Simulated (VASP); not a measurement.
# CsLiCr2Te2S3: band structure with PBEsol

CsLiCr2Te2S3:

```
CELL_PARAMETERS angstrom
3.27557 1.89115 6.39521
-3.27557 1.89115 6.39521
0.00000 -3.78231 6.39521
ATOMIC_POSITIONS crystal
Cs 0.00000 0.00000 0.00000
Li 0.50000 0.50000 0.50000
Cr 0.79592 0.79592 0.79592
Cr 0.20408 0.20408 0.20408
Te 0.67007 0.67007 0.67007
Te 0.32993 0.32993 0.32993
S 0.13221 0.86779 0.50000
S 0.50000 0.13221 0.86779
S 0.86779 0.50000 0.13221
```

The cell was built by a generator and needn't be a form met in nature.

| Item | Value |
| --- | --- |
| Program | VASP 6.6.1 |
| Task | band structure |
| Functional | PBEsol |
| Potentials or basis | VASP PAW PBE potentials, release 64 (Cs_sv, Li_sv, Cr_pv, Te, S) |
| Cutoff | 520 eV |
| k mesh | 5 × 5 × 5 |
| Occupations | fermi-dirac, width 0.05 eV |
| Spin | collinear spin, ferromagnetic start |
| Starting moments | [0.0, 0.0, 3.0, 3.0, 0.0, 0.0, 0.0, 0.0, 0.0] μB |
| Further INCAR settings | ALGO = Normal; EDIFF = 1e-06; NBANDS = 47 |

The largest force is 0.004 eV/Å and the band gap along the path is none (metal or under the smearing width). The net moment is 4.00 μB per cell, the site moments are Cs -0.01; Li +0.01; Cr +2.19; Te -0.18; S -0.07 μB and the valence electrons inside the program's atomic spheres are Cs 6.57; Li 2.07; Cr 10.89; Te 3.40; S 3.73.

Forces in eV/Å, atoms in the order of the input:
```
Cs   0.000  0.000  0.000
Li   0.000  0.000  0.000
Cr   0.000  0.000 -0.004
Cr   0.000  0.000  0.004
Te   0.000  0.000  0.003
Te   0.000  0.000 -0.003
S   -0.002  0.000  0.000
S    0.001 -0.002  0.000
S    0.001  0.002  0.000
```

Levels at the corners of the path, in eV from the Fermi level:
Spin up:
```tsv
point	band 31	band 32	band 33	band 34	band 35	band 36	band 37	band 38	band 39	band 40
Γ	-1.51	-0.45	-0.45	-0.15	-0.15	0.02	0.31	0.31	1.90	1.90
L	-1.42	-1.10	-0.51	-0.20	-0.14	0.39	0.78	0.88	0.89	1.22
L	-1.42	-1.10	-0.51	-0.20	-0.14	0.39	0.78	0.88	0.89	1.22
B1	-1.02	-0.79	-0.74	-0.40	-0.18	0.33	0.40	0.87	0.92	1.27
B	-1.02	-0.79	-0.74	-0.40	-0.18	0.33	0.40	0.87	0.92	1.27
Z	-1.55	-1.21	-1.21	-0.56	-0.20	-0.20	0.91	0.91	0.97	1.76
Z	-1.55	-1.21	-1.21	-0.56	-0.20	-0.20	0.91	0.91	0.97	1.76
Γ	-1.51	-0.45	-0.45	-0.15	-0.15	0.02	0.31	0.31	1.90	1.90
Γ	-1.51	-0.45	-0.45	-0.15	-0.15	0.02	0.31	0.31	1.90	1.90
X	-0.95	-0.91	-0.59	-0.41	-0.14	0.28	0.47	0.74	1.16	1.17
Q	-0.95	-0.91	-0.59	-0.41	-0.14	0.28	0.47	0.74	1.16	1.17
F	-0.98	-0.79	-0.76	-0.37	0.01	0.11	0.25	0.46	0.91	1.22
F	-0.98	-0.79	-0.76	-0.37	0.01	0.11	0.25	0.46	0.91	1.22
P1	-1.13	-0.89	-0.72	-0.35	-0.21	0.22	0.45	0.63	0.95	1.12
P1	-1.13	-0.89	-0.72	-0.35	-0.21	0.22	0.45	0.63	0.95	1.12
Z	-1.55	-1.21	-1.21	-0.56	-0.20	-0.20	0.91	0.91	0.97	1.76
L	-1.42	-1.10	-0.51	-0.20	-0.14	0.39	0.78	0.88	0.89	1.22
P	-1.13	-0.89	-0.72	-0.35	-0.21	0.22	0.45	0.63	0.95	1.12
```
Spin down:
```tsv
point	band 29	band 30	band 31	band 32	band 33	band 34
Γ	-1.60	-0.17	-0.17	0.55	0.55	0.89
L	-1.55	-1.02	-0.80	0.62	1.00	1.08
L	-1.55	-1.02	-0.80	0.62	1.00	1.08
B1	-1.56	-0.90	-0.35	0.68	0.84	1.07
B	-1.56	-0.90	-0.35	0.68	0.84	1.07
Z	-1.78	-0.76	-0.76	0.52	0.52	0.74
Z	-1.78	-0.76	-0.76	0.52	0.52	0.74
Γ	-1.60	-0.17	-0.17	0.55	0.55	0.89
Γ	-1.60	-0.17	-0.17	0.55	0.55	0.89
X	-1.51	-0.92	-0.33	0.72	0.94	1.00
Q	-1.51	-0.92	-0.33	0.72	0.94	1.00
F	-1.77	-0.77	-0.32	0.66	0.68	0.91
F	-1.77	-0.77	-0.32	0.66	0.68	0.91
P1	-1.81	-0.79	-0.52	0.64	0.72	0.96
P1	-1.81	-0.79	-0.52	0.64	0.72	0.96
Z	-1.78	-0.76	-0.76	0.52	0.52	0.74
L	-1.55	-1.02	-0.80	0.62	1.00	1.08
P	-1.81	-0.79	-0.52	0.64	0.72	0.96
```

Run time: 8.9 min on 4 MPI ranks on Intel(R) Xeon(R) 6975P-C (Granite Rapids) (shared host), peak memory 0.8 GiB a rank.

Caveat: the PAW data sets were made with another functional, which shifts forces and pressure a little; spin-orbit coupling is left out, which moves the levels of the heavy elements; only a ferromagnetic start was run, and an antiferromagnetic order may lie lower in energy.
